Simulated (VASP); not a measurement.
Calculation: PBE GGA, VASP's PBE PAW potentials (set 64) (plane waves; VASP 6.6.1).

VASP input:

KPOINTS:
```
Automatic mesh
0
Gamma
2 2 2
0 0 0
```

POSCAR:
```
SbW
1
    5.7948600000     0.0000000000     0.0000000000
   -2.8974300000     5.0184960000     0.0000000000
    0.0000000000     0.0000000000     4.6759550000
W Sb
3 3
Direct
  0.5000000000   0.0000000000   0.0000000000
  0.5000000000   0.5000000000   0.0000000000
  0.0000000000   0.5000000000   0.0000000000
  0.0000000000   0.0000000000   0.0000000000
  0.3333330000   0.6666670000   0.5000000000
  0.6666670000   0.3333330000   0.5000000000
```

INCAR:
```
# general
SYSTEM =SbW
PREC   =Accurate
ENCUT  =300
LREAL  =F
LASPH  =T

# electronic loop
EDIFF  =1E-6
NELM   =100
ALGO   =Normal
LMAXMIX=6

# smearing
ISMEAR =0
SIGMA  =0.272

# functional
GGA    =PE

# ions
ISIF   =2

# output
LWAVE  =F
LCHARG =F
```

POTCAR, in this order: W_sv Sb (PBE.64 set). Program: vasp_std.

At this cut-off the stress carries a Pulay error, which pulls relaxed volumes low. Gaps are read on the run's mesh, which can miss a band edge. Unless said otherwise, spin-orbit coupling is left out, though it shifts the bands of the heavy elements here.

Problem. Predict the energy per atom (σ→0), pressure, band gap (on the k-mesh).

Solution. 
```
Item                                                        Result
------------------------  ----------------------------------------
energy per atom (σ→0)                               -8.020 eV/atom
band gap (on the k-mesh)  none (metal, semimetal or under 0.01 eV)
pressure                                                 -7.39 GPa
```

### OSZICAR
```
...
DAV:   8    -0.481949755599E+02    0.35084E-01   -0.11174E-01   314   0.183E+00    0.657E-01
DAV:   9    -0.481930996148E+02    0.18759E-02   -0.69435E-03   368   0.458E-01    0.293E-01
DAV:  10    -0.481931450927E+02   -0.45478E-04   -0.12946E-03   336   0.193E-01    0.857E-02
DAV:  11    -0.481932141350E+02   -0.69042E-04   -0.23709E-04   344   0.710E-02    0.199E-02
DAV:  12    -0.481932146527E+02   -0.51770E-06   -0.72427E-05   344   0.307E-02    0.818E-03
DAV:  13    -0.481932169155E+02   -0.22628E-05   -0.79192E-06   280   0.121E-02    0.500E-03
DAV:  14    -0.481932170879E+02   -0.17237E-06   -0.76293E-07   232   0.409E-03
   1 F= -.48193217E+02 E0= -.48118851E+02  d E =-.148732E+00
```

The structure was generated: SbW was put into an ordered model structure, which need not be its known phase. The cell was not relaxed at this level. The k-mesh is coarse (spacing up to 0.67 per Å, 2π included), so the numbers may not be converged in it. The run is one of a series of settings (KPOINTS 2×2×2 Γ-centred mesh against the base run), some of them coarse on purpose. The electron count is odd and the run is not spin-polarised, which forces a metal.
